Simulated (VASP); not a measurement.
```xyz
2
Lattice="2.7375 0.0000 0.0000 0.0000 2.8607 0.0000 0.0000 0.0000 3.6087" Properties=species:S:1:pos:R:3 pbc="T T T"
Cu     0.0000     0.0000     0.0000
Au     1.4040     1.4304     1.8044
```

Calculation: PBE GGA, VASP's PBE PAW potentials (set 64) (plane waves; VASP). Run with 400 eV cut-off, 10×9×8 Γ-centred mesh, first-order Methfessel-Paxton smearing of 0.10 eV, potentials Cu Au.

Task: Give the force on each atom (eV/Å).

Result: 
```tsv
atom	Fx	Fy	Fz
Cu1	0.138	0.000	0.000
Au2	-0.138	0.000	0.000
```

Task: Give the stress tensor in GPa (positive for a compressed cell).

Result: 
```
12.01   0.00   0.00
 0.00   7.26   0.00
 0.00   0.00  10.02
```
The pressure is its mean diagonal, 9.76 GPa.

The compound is CuAu in the L1_0 structure. The cell was not relaxed at this level, atoms are displaced from their ideal sites. The run is one of a series of settings (KPOINTS 10×9×8 Γ-centred mesh against the base run), some of them coarse on purpose.
